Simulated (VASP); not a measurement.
OSZICAR of a VASP run on CdS (wurtzite):

**OSZICAR**
```
       N       E                     dE             d eps       ncg     rms          rms(c)
DAV:   1     0.258672305198E+03    0.25867E+03   -0.17793E+04   616   0.150E+03
DAV:   2     0.103982143113E+02   -0.24827E+03   -0.24325E+03   682   0.358E+02
DAV:   3    -0.365703845078E+01   -0.14055E+02   -0.14001E+02   748   0.848E+01
DAV:   4    -0.381434491386E+01   -0.15731E+00   -0.15726E+00   730   0.898E+00
DAV:   5    -0.381716647694E+01   -0.28216E-02   -0.28215E-02   760   0.116E+00    0.104E+01
DAV:   6    -0.267304590292E+01    0.11441E+01   -0.28772E+00   780   0.164E+01    0.831E+00
DAV:   7    -0.266298320933E+01    0.10063E-01   -0.77044E-01   706   0.511E+00    0.418E+00
DAV:   8    -0.266078133506E+01    0.22019E-02   -0.10041E-01   702   0.328E+00    0.444E-01
DAV:   9    -0.265807761220E+01    0.27037E-02   -0.19972E-02   782   0.170E+00    0.134E-01
DAV:  10    -0.265826874577E+01   -0.19113E-03   -0.11375E-03   694   0.285E-01    0.779E-02
DAV:  11    -0.265834377475E+01   -0.75029E-04   -0.25280E-04   718   0.127E-01    0.700E-02
DAV:  12    -0.265833478030E+01    0.89945E-05   -0.11441E-04   718   0.785E-02    0.111E-02
DAV:  13    -0.265833503834E+01   -0.25804E-06   -0.66106E-06   718   0.196E-02
   1 F= -.26583350E+01 E0= -.26583350E+01  d E =-.265834E+01
```

Problem. Which electronic solver shows in the log?

Solution. It is blocked Davidson (ALGO = Normal, or the opening steps of other solvers). The INCAR had ALGO = Normal.

Problem. Can the final energy be trusted as converged?

Solution. The run converged. It stopped with EDIFF = 1E-6, NELM = 100, NSW = 60 and EDIFFG = -0.02 after 1 ionic step (optB88-vdW, plane waves, VASP's PBE PAW potentials (set 64)).

The compound is CdS in the wurtzite structure. It was relaxed first. The start is the result of an earlier pass.
